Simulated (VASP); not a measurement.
Data:

```xyz
3
Lattice="0.0000 3.0155 3.0768 3.0552 0.0000 3.0768 3.0552 3.0155 0.0000" Properties=species:S:1:pos:R:3 pbc="T T T"
Al     1.5276     1.5078     1.5384
Al     4.5828     4.5233     4.6152
Au     0.0609     0.0000     0.0000
```

Computed with PBE GGA, VASP's PBE PAW potentials (set 64) (plane waves; VASP 6.6.1). Settings: 520 eV cut-off, 8×8×8 Γ-centred mesh, first-order Methfessel-Paxton smearing of 0.10 eV, potentials Al_GW Au.

Problem. Give the force on each atom (eV/Å).

Solution. 
```json
[
 {"atom": "Al1", "Fx": "0.206", "Fy": "0.000", "Fz": "0.000"},
 {"atom": "Al2", "Fx": "0.206", "Fy": "0.000", "Fz": "0.000"},
 {"atom": "Au3", "Fx": "-0.413", "Fy": "0.000", "Fz": "0.000"}
]
```

Problem. Give the stress tensor in GPa (positive for a compressed cell).

Solution. 
```
-2.22   0.00   0.00
 0.00  -1.89   0.00
 0.00   0.00  -2.10
```
The pressure is its mean diagonal, -2.07 GPa.

The compound is AuAl2 in the fluorite structure. The cell was not relaxed at this level, atoms are displaced from their ideal sites. The run is one of a series of settings (ENCUT = 520, POTCAR Al_GW Au (PBE.64 set) against the base run), some of them coarse on purpose. The electron count is odd and the run is not spin-polarised, which forces a metal.
